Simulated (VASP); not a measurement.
Consider the following.

```xyz
2
Lattice="0.0000 3.5751 3.5751 3.5751 0.0000 3.5751 3.5751 3.5751 0.0000" Properties=species:S:1:pos:R:3 pbc="T T T"
Ba     0.0000     0.0000     0.0000
Te     3.5751     3.5751     3.5751
```

The numbers are results of AM05 GGA, VASP's PBE PAW potentials (set 64) (plane waves; VASP), not measurements. Numerical set-up: 520 eV cut-off, 7×7×7 Γ-centred mesh, Gaussian smearing of 0.050 eV, potentials Ba_sv Te.

### Question
The job: BaTe (rock salt), 2 atoms, AM05, static run, 520 eV, 7×7×7 Γ-centred mesh. Roughly how much core time does it take on a busy server core?

### Answer
About 20 core-seconds (one run on a shared machine, a rough figure). It had 20 irreducible k-points, 12 bands, up to 2487 plane waves and 14 electronic steps.

The compound is BaTe in the rock salt structure. This cell is one point of a volume scan, at 1.06 of the reference volume.
